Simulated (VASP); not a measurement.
Method: vdW-DF-cx, VASP's PBE PAW potentials (set 64) (plane waves; VASP 6.6.1).

Input for VASP

KPOINTS:
```
Automatic mesh
0
Gamma
7 7 7
0 0 0
```

INCAR:
```
SYSTEM = PbTe
PREC = Accurate
ENCUT = 520
EDIFF = 1E-7
NELM = 100
ALGO = Normal
LREAL = .FALSE.
LASPH = .TRUE.
ISMEAR = 0
SIGMA = 0.05
GGA = CX
LUSE_VDW = .TRUE.
AGGAC = 0.0
LMAXMIX = 4
LWAVE = .FALSE.
LCHARG = .FALSE.
ISIF = 2
```

File POSCAR:
```
PbTe
1
    0.0000000000     3.2300000000     3.2300000000
    3.2300000000     0.0000000000     3.2300000000
    3.2300000000     3.2300000000     0.0000000000
Te Pb
1 1
Direct
  0.5000000000   0.5000000000   0.5000000000
  0.0000000000   0.0000000000   0.0000000000
```

POTCAR, in this order: Te Pb_d (PBE.64 set). Program: vasp_std.

Q: What will the output report for the number of irreducible k-points (NKPTS), largest plane-wave count, number of space-group operations, FFT grid (NGX, NGY, NGZ)?

A: 
- number of irreducible k-points (NKPTS) = 20
- largest plane-wave count = 1837
- number of space-group operations = 48
- FFT grid (NGX, NGY, NGZ) = 36 × 36 × 36

The compound is PbTe in the rock salt structure. The cell was not relaxed at this level.
